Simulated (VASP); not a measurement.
# CeC (Fm-3m) in VASP: reference runs, part 2 of 3

VASP 6.6.1.

## Step 3: Single point, PBE, collinear spin, ferromagnetic start (atoms moved at random, drawn with an rms of 0.05 Å)

Input file INCAR:

```
SYSTEM = CeC
PREC = Accurate ; ENCUT = 520
EDIFF = 1E-7 ; ISMEAR = -1
SIGMA = 0.05 ; LREAL = .FALSE.
LASPH = .TRUE. ; NELM = 100
ALGO = Normal ; ISIF = 2
LWAVE = .FALSE. ; LCHARG = .FALSE.
ISPIN = 2 ; MAGMOM = 1 0
LORBIT = 11 ; LMAXMIX = 6
GGA = PE ; NBANDS = 19
```

Input file KPOINTS:

```
Automatic mesh
0
G
  9 9 9
  0 0 0
```

Input file POSCAR:

```
CeC
1.0
    0.0000000000      2.5960690000      2.5960690000
    2.5960690000      0.0000000000      2.5960690000
    2.5960690000      2.5960690000      0.0000000000
Ce C
1 1
Direct
    0.0085300000     -0.0027280000      0.0019120000
    0.4999230000      0.5021150000      0.5027840000
```

Potentials or basis: VASP PAW PBE potentials, release 64 (Ce, C).

Launch:

```sh
> cat potpaw_PBE.64/Ce/POTCAR potpaw_PBE.64/C/POTCAR > POTCAR
> mpirun -np 1 vasp_std > vasp.out
```

OUTCAR:

```text
SYSTEM = CeC
   PREC = Accurate
   ENCUT = 520
   EDIFF = 1E-7
   ISMEAR = -1
   LREAL = .FALSE.
   LASPH = .TRUE.
   NELM = 100
   ISIF = 2
   ISPIN = 2
   LORBIT = 11
   GGA = PE

 ion  position               nearest neighbor table
   1  0.009  0.997  0.002-   2 2.58   2 2.58   2 2.59   2 2.61   2 2.61   2 2.62
   2  0.500  0.502  0.503-   1 2.58   1 2.58   1 2.59   1 2.61   1 2.61   1 2.62

  LATTYP: Found a face centered cubic cell.
 ALAT       =     5.1921380000

  Lattice vectors:

 A1 = (   0.0000000000,   2.5960690000,   2.5960690000)
 A2 = (   2.5960690000,   0.0000000000,   2.5960690000)
 A3 = (   2.5960690000,   2.5960690000,   0.0000000000)

Analysis of symmetry for initial positions (statically):
=====================================================================
 Subroutine PRICEL returns:
 Original cell was already a primitive cell.

 Routine SETGRP: Setting up the symmetry group for a
 face centered cubic supercell.

 Subroutine GETGRP returns: Found  1 space group operations
 (whereof  1 operations were pure point group operations)
 out of a pool of 48 trial point group operations.

The static configuration has the point symmetry C_1 .

Analysis of symmetry for dynamics (positions and initial velocities):
=====================================================================
 Subroutine PRICEL returns:
 Original cell was already a primitive cell.

 Routine SETGRP: Setting up the symmetry group for a
 face centered cubic supercell.

 Subroutine GETGRP returns: Found  1 space group operations
 (whereof  1 operations were pure point group operations)
 out of a pool of 48 trial point group operations.

The dynamic configuration has the point symmetry C_1 .

Analysis of structural, dynamic, and magnetic symmetry:
[... 151 lines left out ...]

 Free energy of the ion-electron system (eV)
  ---------------------------------------------------
  ext. energy  EPLUGINS =         0.00000000
  ---------------------------------------------------
  free energy    TOTEN  =       -15.27040709 eV

  energy without entropy =      -15.25622496  energy(sigma->0) =      -15.26331603

 E-fermi :   7.3935     XC(G=0): -11.2640

 val. band max:        7.3464994425   @ k =   0.3333   0.0000  -0.4444
 cond. band min:       7.4295945812   @ k =   0.2222   0.0000   0.2222
 fundamental gap:      0.0830951387
 Fermi energy:         7.3935201900

 spin component 1

 k-point     1 :       0.0000    0.0000    0.0000
  band No.  band energies     occupation
      1     -26.5818      1.00000
      2      -8.5825      1.00000
      3      -8.5822      1.00000
      4      -8.5819      1.00000
      5      -1.7284      1.00000
      6       6.7543      1.00000
[... 517 lines left out ...]
     18      11.8316      0.00000
     19      13.2123      0.00000

 [... further k-points ...]

 spin component 2

 k-point     1 :       0.0000    0.0000    0.0000
  band No.  band energies     occupation
      1     -26.5817      1.00000
      2      -8.5825      1.00000
      3      -8.5821      1.00000
      4      -8.5819      1.00000
      5      -1.7284      1.00000
      6       6.7543      1.00000
[... 517 lines left out ...]
     18      11.8316      0.00000
     19      13.2123      0.00000

 [... further k-points ...]

------------------------ aborting loop because EDIFF is reached ----------------------------------------

  FORCE on cell =-STRESS in cart. coord.  units (eV):
  Direction    XX          YY          ZZ          XY          YZ          ZX
  --------------------------------------------------------------------------------------
  -------------------------------------------------------------------------------------
  Total       -0.0297244     -0.0260029     -0.0322934      0.0014060     -0.0008809      0.0006891
  in kB       -1.3609600     -1.1905659     -1.4785843      0.0643730     -0.0403328      0.0315493
  external PRESSURE =      -1.3433701 kB  Pullay stress =       0.0000000 kB

 VOLUME and BASIS-vectors are now :
 -----------------------------------------------------------------------------
  energy-cutoff  :      520.00
  volume of cell :       34.99
      direct lattice vectors                 reciprocal lattice vectors
     0.000000000  2.596069000  2.596069000    -0.192598887  0.192598887  0.192598887
     2.596069000  0.000000000  2.596069000     0.192598887 -0.192598887  0.192598887
     2.596069000  2.596069000  0.000000000     0.192598887  0.192598887 -0.192598887

 POSITION                                       TOTAL-FORCE (eV/Angst)
 -----------------------------------------------------------------------------------
      2.59395      0.02711      2.61113        -0.001794      0.002381      0.001200
      2.60879      2.60310      2.60136         0.001794     -0.002381     -0.001200
 -----------------------------------------------------------------------------------
    total drift:                                0.000010     -0.000008     -0.000036

  FREE ENERGIE OF THE ION-ELECTRON SYSTEM (eV)
  ---------------------------------------------------
  free  energy   TOTEN  =       -15.2704070897 eV

  energy  without entropy=      -15.2562249627  energy(sigma->0) =      -15.26331603

 total charge

# of ion       s       p       d       f       tot
--------------------------------------------------
    1        2.041   5.740   1.015   0.864   9.660
    2        0.912   1.362   0.000   0.000   2.274
--------------------------------------------------
tot          2.953   7.101   1.015   0.864  11.933

 magnetization (x)

# of ion       s       p       d       f       tot
--------------------------------------------------
    1       -0.000   0.000  -0.000  -0.000  -0.000
    2        0.000   0.000   0.000   0.000   0.000
--------------------------------------------------
tot         -0.000   0.000  -0.000  -0.000  -0.000
```

Wall time 8.7 min (1 thread of AMD EPYC 9R45 (Zen 5), shared host); peak memory 0.47 GiB.

What came out:

| Quantity | Value |
| --- | --- |
| Free energy | -15.2704 eV |
| Pressure | -0.1 GPa |
| Largest force | 0.003 eV/Å |
| Band gap on the k mesh | none (metal or under the smearing width) |
| Net moment | 0.00 μB per cell |
| Valence electrons inside the program's atomic spheres | Ce 9.66; C 2.27 |

Forces on the atoms (eV/Å):
```
Ce  -0.002  0.002  0.001
C    0.002 -0.002 -0.001
```

Levels at points of the mesh, in eV from the Fermi level:
Spin up:
```
           k point  band 4  band 5  band 6  band 7  band 8  band 9  band 10  band 11  band 12  band 13
(0.00, 0.00, 0.00)  -15.98   -9.12   -0.64   -0.64   -0.64    0.26     0.92     0.92     0.92     2.24
```
Spin down:
| k point | band 5 | band 6 | band 7 | band 8 | band 9 | band 10 | band 11 | band 12 |
| --- | --- | --- | --- | --- | --- | --- | --- | --- |
| (0.00, 0.00, 0.00) | -9.12 | -0.64 | -0.64 | -0.64 | 0.26 | 0.92 | 0.92 | 0.92 |

Caveat: the magnetic or orbital state may not be the lowest; spin-orbit coupling is left out, which moves the levels of the heavy elements; without U or exact exchange the open f shell lies at the Fermi level, which spoils levels, moments and volumes. The state reached can hang on the start; a lower one may exist.

## Step 4: Equation of state, PBE, collinear spin, ferromagnetic start, 16.45 Å³/atom (volume scaled by 0.94)

Input file INCAR:

```
SYSTEM = CeC
ALGO = Normal ; EDIFF = 1E-7
ENCUT = 520 ; GGA = PE
ISIF = 2 ; ISMEAR = -1
ISPIN = 2 ; LASPH = .TRUE.
LCHARG = .FALSE. ; LMAXMIX = 6
LORBIT = 11 ; LREAL = .FALSE.
LWAVE = .FALSE. ; MAGMOM = 1 0
NBANDS = 19 ; NELM = 100
PREC = Accurate ; SIGMA = 0.05
```

Input file KPOINTS:

```
k-points
0
G
  9 9 9
  0 0 0
```

Input file POSCAR:

```
CeC
1.0
    0.0000000000      2.5430731297      2.5430731297
    2.5430731297      0.0000000000      2.5430731297
    2.5430731297      2.5430731297      0.0000000000
Ce C
1 1
Direct
    0.0000000000      0.0000000000      0.0000000000
    0.5000000000      0.5000000000      0.5000000000
```

Launch:

```sh
> cat potpaw_PBE.64/Ce/POTCAR potpaw_PBE.64/C/POTCAR > POTCAR
> mpirun -np 1 vasp_std > vasp.out
```

It took 54 s on 1 thread of AMD EPYC 9R45 (Zen 5), shared host; peak memory 0.18 GiB.

It converged, with:

```
Free energy                                           : -15.2211 eV
Pressure                                              : 7.8 GPa
Band gap on the k mesh                                : none (metal or under the smearing width)
Net moment                                            : 0.00 μB per cell
Valence electrons inside the program's atomic spheres : Ce 9.76; C 2.31
```

Caveat: the magnetic or orbital state may not be the lowest; spin-orbit coupling is left out, which moves the levels of the heavy elements; without U or exact exchange the open f shell lies at the Fermi level, which spoils levels, moments and volumes.

## Step 5: Equation of state, PBE, collinear spin, ferromagnetic start, 16.80 Å³/atom (volume scaled by 0.96)

Input file INCAR:

```
SYSTEM = CeC
PREC     = Accurate       ! precision mode
ENCUT    = 520            ! plane-wave cutoff, eV
EDIFF    = 1E-7           ! SCF threshold, eV
ISMEAR   = -1             ! smearing method
SIGMA    = 0.05           ! smearing width, eV
LREAL    = .False.        ! projectors in reciprocal space
LASPH    = .True.         ! aspherical terms in the spheres
NELM     = 100            ! most SCF steps
ALGO     = Normal         ! electronic algorithm
ISIF     = 2              ! what is computed and relaxed
LWAVE    = .False.        ! write WAVECAR
LCHARG   = .False.        ! write CHGCAR
ISPIN    = 2              ! spin polarisation
MAGMOM   = 1 0            ! initial moments
LORBIT   = 11             ! projections on sites
LMAXMIX  = 6              ! l up to which the mixer works
GGA      = PE             ! functional
NBANDS   = 19             ! bands
```

Input file KPOINTS:

```
regular mesh
0
Gamma
  9 9 9
  0 0 0
```

Input file POSCAR:

```
CeC
1.0
    0.0000000000      2.5609826854      2.5609826854
    2.5609826854      0.0000000000      2.5609826854
    2.5609826854      2.5609826854      0.0000000000
Ce C
1 1
Direct
    0.0000000000      0.0000000000      0.0000000000
    0.5000000000      0.5000000000      0.5000000000
```

Launch:

```sh
> cat potpaw_PBE.64/Ce/POTCAR potpaw_PBE.64/C/POTCAR > POTCAR
> mpirun -np 1 vasp_std > vasp.out
```

Wall time 62 s (1 thread of AMD EPYC 9R45 (Zen 5), shared host); peak memory 0.17 GiB.

It converged, with:

```
Free energy                                           : -15.2493 eV
Pressure                                              : 4.8 GPa
Band gap on the k mesh                                : none (metal or under the smearing width)
Net moment                                            : 0.00 μB per cell
Valence electrons inside the program's atomic spheres : Ce 9.72; C 2.29
```

Caveat: the magnetic or orbital state may not be the lowest; spin-orbit coupling is left out, which moves the levels of the heavy elements; without U or exact exchange the open f shell lies at the Fermi level, which spoils levels, moments and volumes.

## Step 6: Equation of state, PBE, collinear spin, ferromagnetic start, 17.15 Å³/atom (volume scaled by 0.98)

Input file INCAR:

```
ALGO = Normal
EDIFF = 1E-7
ENCUT = 520
GGA = PE
ISIF = 2
ISMEAR = -1
ISPIN = 2
LASPH = True
LCHARG = False
LMAXMIX = 6
LORBIT = 11
LREAL = False
LWAVE = False
MAGMOM = 1 0
NBANDS = 19
NELM = 120
PREC = Accurate
SIGMA = 0.05
```

Input file KPOINTS:

```
k-points
0
Gamma
  9 9 9
```

Input file POSCAR:

```
CeC
1.0
    0.0000000000      2.5786451931      2.5786451931
    2.5786451931      0.0000000000      2.5786451931
    2.5786451931      2.5786451931      0.0000000000
Ce C
1 1
Direct
    0.0000000000      0.0000000000      0.0000000000
    0.5000000000      0.5000000000      0.5000000000
```

Potentials or basis: VASP PAW PBE potentials, release 64 (Ce, C).

Launch:

```sh
> cat potpaw_PBE.64/Ce/POTCAR potpaw_PBE.64/C/POTCAR > POTCAR
> mpirun -np 1 vasp_std > vasp.out
```

It took 60 s on 1 thread of AMD EPYC 9R45 (Zen 5), shared host; peak memory 0.18 GiB.

Results (log left out):

```
Free energy                                           : -15.2653 eV
Pressure                                              : 2.2 GPa
Band gap on the k mesh                                : none (metal or under the smearing width)
Net moment                                            : 0.00 μB per cell
Valence electrons inside the program's atomic spheres : Ce 9.69; C 2.28
```

Caveat: the magnetic or orbital state may not be the lowest; spin-orbit coupling is left out, which moves the levels of the heavy elements; without U or exact exchange the open f shell lies at the Fermi level, which spoils levels, moments and volumes.

## Step 7: Equation of state, PBE, collinear spin, ferromagnetic start, 17.85 Å³/atom (volume scaled by 1.02)

Input file INCAR:

```
SYSTEM = CeC
ALGO = Normal
EDIFF = 1E-7
ENCUT = 520
GGA = PE
ISIF = 2
ISMEAR = -1
ISPIN = 2
LASPH = .TRUE.
LCHARG = .FALSE.
LMAXMIX = 6
LORBIT = 11
LREAL = .FALSE.
LWAVE = .FALSE.
MAGMOM = 1 0
NBANDS = 19
NELM = 100
PREC = Accurate
SIGMA = 0.05
```

Input file KPOINTS:

```
k-points
0
G
  9 9 9
  0 0 0
```

Input file POSCAR:

```
CeC
1.0
    0.0000000000      2.6132620110      2.6132620110
    2.6132620110      0.0000000000      2.6132620110
    2.6132620110      2.6132620110      0.0000000000
Ce C
1 1
Direct
    0.0000000000      0.0000000000      0.0000000000
    0.5000000000      0.5000000000      0.5000000000
```

Launch:

```sh
> cat potpaw_PBE.64/Ce/POTCAR potpaw_PBE.64/C/POTCAR > POTCAR
> mpirun -np 1 vasp_std > vasp.out
```

Run time: 51 s. Hardware: 1 thread of AMD EPYC 9R45 (Zen 5), shared host; peak memory 0.18 GiB.

The run converged. Its results:

```
Free energy                                           : -15.2655 eV
Pressure                                              : -2.3 GPa
Band gap on the k mesh                                : none (metal or under the smearing width)
Net moment                                            : 0.00 μB per cell
Valence electrons inside the program's atomic spheres : Ce 9.63; C 2.26
```

Caveat: the magnetic or orbital state may not be the lowest; spin-orbit coupling is left out, which moves the levels of the heavy elements; without U or exact exchange the open f shell lies at the Fermi level, which spoils levels, moments and volumes.

(Continued in part 3 of 3.)
